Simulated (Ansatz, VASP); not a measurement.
# Cross-check of GaAs between VASP and Ansatz, part 2 of 2

Wanted: the spread between two codes on one cell, functional and k mesh. The cell is taken from a series of runs on this material, whose earlier steps may have relaxed, scaled, displaced or heated it; both programs get it as it stands.

VASP 6.6.1 and Ansatz 0.2.0.

So far: The structure; VASP: zone-centre phonons, LDA.

**3. Ansatz: zone-centre phonons, LDA**

Level of this step: Ansatz beside VASP: Kohn-Sham DFT, plane waves, LDA (Ansatz).

Ansatz runs on its PAW soft_1 files.

The same cell, functional (in two slightly different forms) and mesh now go to Ansatz, which takes its cutoff from its data sets.

input.yaml reads:

```yaml
crystal:
  lattice:
    - [0.0, 2.8016813138, 2.8016813138]
    - [2.8016813138, 0.0, 2.8016813138]
    - [2.8016813138, 2.8016813138, 0.0]
  atoms:
    - { symbol: Ga, position: [0.0, 0.0, 0.0] }
    - { symbol: As, position: [0.25, 0.25, 0.25] }
kpoints:
  mp_grid: { grid: [20, 20, 20] }
hamiltonian:
  xc: lda
  pseudopotentials: { kind: paw, azcp: { folder: soft_1 }, xc_functional: pbe }
scf:
  occupations: { method: fixed }
output:
  eigenvalues: true
phonons:
  method: dfpt
  dielectric: true
  rigid_motions: translations
```

The run is started by

```
> ansatz run input.yaml --threads 8 --pin off --max-ram 16384MiB --backend cpu --events-out ev --progress --plain --runs-dir out
```

Numbers of over 12 decimals in the logs are rounded to 6 here.

The log of the run:

```text
Engine: ansatz 0.2.0, x86_64-unknown-linux-gnu
Pseudopotentials: kind: paw
Pseudopotential: Ga, paw, valence charge 13, recommended cutoff 420 eV (normal), soft_1/Ga.paw.azcp
Pseudopotential: As, paw, valence charge 15, recommended cutoff 420 eV (normal), soft_1/As.paw.azcp
Functional definition: SPW92
  exchange = slater_x
  correlation = pw_c
Crystal: 2 atoms, lattice volume = 43.983 Å³
Basis set: ecut = 420 eV, 869 PW (Γ), exchange–correlation on 54×54×54 points (8 copies of the dense FFT grid, shifted against one another)
Bands: 18, of which v1, the nominal top of the filled ones, is band 14 counted from 1 (13 counted from 0)
Symmetry: 24 space group operations
k-points: 1166 of 8000 (irreducible under 4 space group operations, time reversal used)
Non-local potential: Ga, projectors of the file, l = 0: 2, l = 1: 2, l = 2: 3, l = 3: 1
Non-local potential: As, projectors of the file, l = 0: 2, l = 1: 2, l = 2: 3, l = 3: 1
PAW form: soft (Blöchl's): semilocal exchange-correlation on the pseudo side does not see the compensation charge
PAW frozen core: Ga, regenerated for the run's functional, and the local potential with it (the file was generated under x = pbe(κ = 0.804, μ = 0.219515), c = pbe(β = 0.066725))
PAW frozen core: As, regenerated for the run's functional, and the local potential with it (the file was generated under x = pbe(κ = 0.804, μ = 0.219515), c = pbe(β = 0.066725))
PAW one-centre angular grid: Ga, 590 points (default); XC on 64 Gauss nodes
PAW one-centre angular grid: As, 590 points (default); XC on 64 Gauss nodes
Initial density: superposition of atomic densities (chi_scale 0.1, normalization cell, long waves kept (reshape's long-wave potential 0.00 eV rms))
Initial wavefunctions: pseudopotential atomic-orbital guess
Functional: x = slater, c = lda
SCF iter   1: F=—  HF=-8481.461280 eV  |F-HF|=—  |Δ(HF+E_count)|=         —  Δρ=4.26e-2  dr2=5.02e-1  ethr=3.10e-3  ⟨swp⟩=4.8  Hψ=91310  notcnv=0  defer=2157
preconditioner: auto → none  [insulator: Δε(μ)=0.564 eV  Ē_g=15.881 eV  n_scr=14 (ndim 8)  ℏωp=23.8 eV  f_vac=0.000  ε∞_Penn≈3.2]
SCF iter   2: F=—  HF=-8481.331771 eV  |F-HF|=—  |Δ(HF+E_count)|=   1.30e-1  Δρ=1.75e-2  dr2=7.80e-2  ethr=1.79e-3  ⟨swp⟩=2.0  Hψ=32819  notcnv=0  defer=2161
SCF iter   3: F=—  HF=-8481.312873 eV  |F-HF|=—  |Δ(HF+E_count)|=   1.89e-2  Δρ=5.58e-3  dr2=6.73e-3  ethr=2.79e-4  ⟨swp⟩=2.1  Hψ=34120  notcnv=0  defer=2226
SCF iter   4: F=—  HF=-8481.307504 eV  |F-HF|=—  |Δ(HF+E_count)|=   5.37e-3  Δρ=1.04e-3  dr2=1.71e-4  ethr=2.40e-5  ⟨swp⟩=2.4  Hψ=34424  notcnv=0  defer=2308
SCF iter   5: F=—  HF=-8481.307520 eV  |F-HF|=—  |Δ(HF+E_count)|=   1.59e-5  Δρ=2.00e-4  dr2=1.82e-5  ethr=6.09e-7  ⟨swp⟩=2.0  Hψ=39664  notcnv=0  defer=2312
SCF iter   6: F=—  HF=-8481.307513 eV  |F-HF|=—  |Δ(HF+E_count)|=   6.88e-6  Δρ=6.34e-5  dr2=1.01e-6  ethr=6.49e-8  ⟨swp⟩=2.0  Hψ=37724  notcnv=0  defer=2055
SCF iter   7: F=—  HF=-8481.307512 eV  |F-HF|=—  |Δ(HF+E_count)|=   1.90e-7  Δρ=1.55e-5  dr2=4.04e-8  ethr=3.60e-9  ⟨swp⟩=2.1  Hψ=34870  notcnv=0
SCF iter   8: F=—  HF=-8481.307512 eV  |F-HF|=—  |Δ(HF+E_count)|=   2.15e-8  Δρ=3.57e-6  dr2=2.43e-9  ethr=1.44e-10  ⟨swp⟩=2.0  Hψ=32648  notcnv=0
SCF iter   9: F=-8481.307512 eV  HF=-8481.307512 eV  |F-HF|=7.28e-12  |Δ(HF+E_count)|=   2.07e-9  Δρ=3.01e-7  dr2=1.21e-11  ethr=1.00e-12  ⟨swp⟩=6.4  Hψ=142446  notcnv=0
SCF 1 converged in 9 iterations: F = -8481.307512 eV  dr2 = 1.21e-11
  greatest PAW one-centre occupation: 0.999 electrons in one spin orbital (limit 2), on the As atom at site 1 (counted from 0), in its partial waves of l = 2
NSCF: frozen V_eff on 1 k-points
DFPT response loops at Γ: preconditioner auto → none (the input reference at scf.mixing.eps_inf says where Resta's filter doesn't serve); β = 0.50; Broyden in place of MSR1
── the response to a field inside a basis, on 22×22×22 k-points: an SCF that follows is theirs, and a resumed run solves both again ──
Bands: 15, of which v1, the nominal top of the filled ones, is band 14 counted from 1 (13 counted from 0)
k-points: 1012
Initial density: handed on by an earlier stage of this run
Initial wavefunctions: pseudopotential atomic-orbital guess (no wavefunctions were taken with the density)
Eigensolver: Dense (1012 Hₖ)
SCF iter   1: F=—  HF=-8481.306104 eV  |F-HF|=—  |Δ(HF+E_count)|=         —  Δρ=1.26e-4  dr2=2.75e-6  ethr=1.00e-1
preconditioner: auto → none  [insulator: Δε(μ)=0.522 eV  Ē_g=13.114 eV  n_scr=14 (ndim 8)  ℏωp=23.8 eV  f_vac=0.067  ε∞_Penn≈4.3]
SCF iter   2: F=—  HF=-8481.306103 eV  |F-HF|=—  |Δ(HF+E_count)|=   1.07e-6  Δρ=9.04e-5  dr2=1.51e-6  ethr=9.81e-9
SCF iter   3: F=—  HF=-8481.306103 eV  |F-HF|=—  |Δ(HF+E_count)|=   1.45e-7  Δρ=1.91e-5  dr2=1.37e-7  ethr=5.39e-9
SCF iter   4: F=-8481.306103 eV  HF=-8481.306103 eV  |F-HF|=5.33e-9  |Δ(HF+E_count)|=   2.18e-7  Δρ=3.93e-6  dr2=5.07e-9  ethr=4.90e-10
SCF 1 converged in 4 iterations: F = -8481.306103 eV  dr2 = 5.07e-9
DFPT response loops at Γ: mixed as the last ones told, above
WARN: field response: ε∞ stands inside a basis, on 22×22×22 points; the force constants stand on the 20×20×20 k-mesh, whose period is 10.12 times the interband length at k = (0.0000, 0.0000, 0.0000), direct gap 0.490 eV, under 14: take them and everything formed from them as unconverged, and compare with a denser kpoints.mp_grid
SCF converged after 9 iterations
Free energy (F): -8481.307512 eV
Harris-Foulkes:  -8481.307512 eV  (|F-HF|=7.28e-12)
Internal energy: -8481.307512 eV  (E = F + TS)
E sigma→0 (E₀):  -8481.307512 eV
Fermi energy:    7.971420 eV
--- Per-component energies (eV) ---
  E_band       = -322.557561
  E_kinetic    = 211.335313
  E_local      = -3628.098427  (includes V_loc(G=0)·N_el)
  E_nonlocal   = -481.097107
  E_hartree    = 2117.124531
  E_xc         = -133.896948
  E_vxc        = -131.198804  (∫ρ·V_xc dr)
  E_paw        = -3847.506765  (= ΣΔE_a)
  E_vpaw       = -527.747192  (= ΣTr[D̂ρ^β])
  E_aug_tail   = -0.000222  (compensation charges beyond the density's cutoff)
  E_ewald      = -2722.971598
  E_core_change = 3.803710  (= ΣΔE_core)
  E_smearing   = -0.000000  (= −TS)
  E_closure    = 0.000000  (closes the sum)
  Σ components = -8481.307512   (vs F -8481.307512, Δ=0.00e0)
--- Band table (eV; the first three rows and the last of 1166) ---
  k-point 0: bands = [... 10 lower, -5.0051, 7.9714, 7.9714, 7.9714, 8.4615, 11.6686, 11.6686, 11.6686]
  k-point 1: bands = [... 10 lower, -4.9744, 7.3157, 7.9265, 7.9265, 8.9831, 11.7091, 11.7346, 11.7346]
  k-point 2: bands = [... 10 lower, -4.8832, 6.4136, 7.8047, 7.8047, 9.4361, 11.9128, 11.9128, 11.9224]
  k-point 1165: bands = [... 10 lower, -2.3325, 1.1737, 4.2895, 4.4802, 12.6258, 12.6346, 13.3621, 13.9431]
--- Phonons (Γ-DFPT): 2 representative perturbations + reference, on 1166 of 8000 k-points (Σ response iterations 6) ---
  k mesh reduced under 4 symmetry operations, with k and −k counted as one. Each operation leaves every solved perturbation unchanged. A smaller set is not considered because the run solves the response to a homogeneous field
  ASR residual: 2.573e-4 → 0.000e0 eV/Å²; symmetrization residual: 7.261e-7 eV/Å²
  ASR residual per site (eV/Å²): 2.57e-4 6.15e-5
  Γ frequencies (cm⁻¹): 0.00 0.00 0.00 268.68 268.68 268.68
  ε∞ (high-frequency dielectric tensor):
       13.972643    -0.000000    -0.000000
       -0.000000    13.972643     0.000000
       -0.000000     0.000000    13.972643
  ε⁰ (static dielectric tensor: ions relaxed, cell fixed):
       15.794435    -0.000000    -0.000000
       -0.000000    15.794435     0.000000
       -0.000000     0.000000    15.794435
  ε⁰ − ε∞ (ionic part):
        1.821792    -0.000000     0.000000
       -0.000000     1.821792     0.000000
        0.000000     0.000000     1.821792
  softest optical mode at Γ: 268.68 cm⁻¹; the repairs (sum rule, projections) moved no ω² at Γ by more than (1.01 cm⁻¹)²
  Born effective charges Z* (e; rows j = field, columns β = displacement):
    site 0:
         2.06040   -0.00000    0.00000
        -0.00000    2.06040    0.00000
         0.00000    0.00000    2.06040
    site 1:
        -2.06040    0.00000   -0.00000
         0.00000   -2.06040   -0.00000
        -0.00000   -0.00000   -2.06040
  Z* charge neutrality: 9.193e-5 e pre-enforcement
  solved inside a basis spanned on kpoints, on 22×22×22 k-points transformed towards the longest dipole: ε∞ is read to err by 4.0e-2, Z* by 1.6e-2 e (field_mesh: kpoints solves on kpoints); Z* is corrected for what the basis lacks
  optical modes at Γ without the LO–TO term, one row a degenerate level:
      ω (cm⁻¹)  modes    IR ((D/Å)²/amu)
        268.68      3             8.1359
  optical modes at Γ + LO–TO along q̂ = [1.0000, 0.0000, 0.0000]:
      ω (cm⁻¹)  modes    IR ((D/Å)²/amu)
        268.68      2             5.4239
        285.66      1             2.7120
  optical modes at Γ + LO–TO along q̂ = [0.0000, 1.0000, 0.0000]:
      ω (cm⁻¹)  modes    IR ((D/Å)²/amu)
        268.68      2             5.4239
        285.66      1             2.7120
  optical modes at Γ + LO–TO along q̂ = [0.0000, 0.0000, 1.0000]:
      ω (cm⁻¹)  modes    IR ((D/Å)²/amu)
        268.68      2             5.4239
        285.66      1             2.7120
```

**4. Comparison**

Known differences besides the potentials themselves: fixed occupations in Ansatz, narrow Gaussian smearing in VASP; VASP's response is taken on the typed mesh, Ansatz refines its own for the field response alone; the data sets hold 28 valence electrons in Ansatz (on its PAW soft_1 files) and 18 in VASP; the cutoff is 420 eV in Ansatz and 500 eV in VASP; VASP's log shows a relativistic correction to its local exchange, Ansatz's none. Total energies have different zeros and are not compared.

The two programs side by side:

```tsv
quantity	Ansatz	VASP	difference
ε∞ xx	13.97	14.36	-2.71 %
ε∞ yy	13.97	14.36	-2.71 %
ε∞ zz	13.97	14.36	-2.71 %
Born charge of Ga1 (mean of the diagonal) (e)	2.06	2.05	+0.02
Born charge of As2 (mean of the diagonal) (e)	-2.06	-2.05	-0.02
optical mode 1 to 3 (cm⁻¹)	268.7	270.6	-0.72 %
```

Modes are paired by rising frequency, not by their patterns, so a pair may set unlike modes beside each other; they are those without the splitting of longitudinal modes.

**5. What came out**

```json
{"r.m.s. difference of the optical zone-centre modes, each program's sorted by frequency (zone-centre phonons, LDA)": "2.0 cm⁻¹", "difference in ε∞ xx (zone-centre phonons, LDA)": "-2.7 %"}
```

**Reading.** The r.m.s. difference of the optical zone-centre modes, each program's sorted by frequency is 2.0 cm⁻¹ (zone-centre phonons, LDA). The data sets hold unlike numbers of valence electrons (28 in Ansatz and 18 in VASP), so part of the differences comes from the potentials. Among the rows given in per cent, the largest difference of the zone-centre phonons, LDA pair is in ε∞ xx, -2.7 %. Such differences can come from data sets, numerical settings and the points named under the comparisons, not from the functional's error against experiment.

[Lines on the potential files, build, host, timing and source positions are cut from VASP's logs without a mark.]

[Logs are printed without paths, hosts, clocks, repeated set-up lines and the standing remarks that a program may print on its own settings, such as how far it seeks lower states.]

[Hosts, paths, dates, database ids (printed as entryN), source tags and the programs' standing remarks are cut or masked in the printed files.]
